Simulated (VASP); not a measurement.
Input:

```xyz
4
Lattice="2.9108 0.0000 0.0000 -1.4554 2.5208 0.0000 0.0000 0.0000 9.1957" Properties=species:S:1:pos:R:3 pbc="T T T"
Ta    -1.4554     2.5208     0.0000
Ta     0.0000     0.0000     4.5978
Al     0.0000     1.6805     2.2989
Al     1.4554     0.8403     6.8968
```

Level of theory: PBEsol GGA, VASP's PBE PAW potentials (set 64) (plane waves; VASP 6.6.1). Numerical set-up: 400 eV cut-off, Gaussian smearing of 0.050 eV, potentials Ta_pv Al.

Q: Give the energies of bands 7 to 17 at the high-symmetry points, in eV from the Fermi level.

A: 
```tsv
band	Γ	M	K	A	L	H
7	-9.66	-5.00	-3.11	-9.10	-4.52	-2.87
8	-7.93	-4.71	-3.11	-9.10	-4.52	-2.87
9	-6.91	-3.71	-2.97	-5.24	-4.20	-2.66
10	-4.05	-2.97	-2.21	-5.24	-4.20	-2.66
11	-1.58	-2.73	-2.21	-1.47	-2.32	-2.27
12	-1.39	-2.48	-1.56	-1.47	-2.32	-2.27
13	0.98	-2.33	-1.56	1.00	-0.88	-1.35
14	0.98	0.40	-0.76	1.00	-0.88	-1.35
15	1.01	0.53	-0.63	1.00	1.90	-0.64
16	1.01	1.88	-0.63	1.00	1.90	-0.64
17	3.58	2.40	0.66	3.70	2.11	3.03
```

It has no gap at this level: it comes out as a metal or semimetal.

The structure was generated: TaAl was put into the NiAs type type (P6_3/mmc), which need not be its known phase. It was relaxed first, which changed the volume by -44 %.
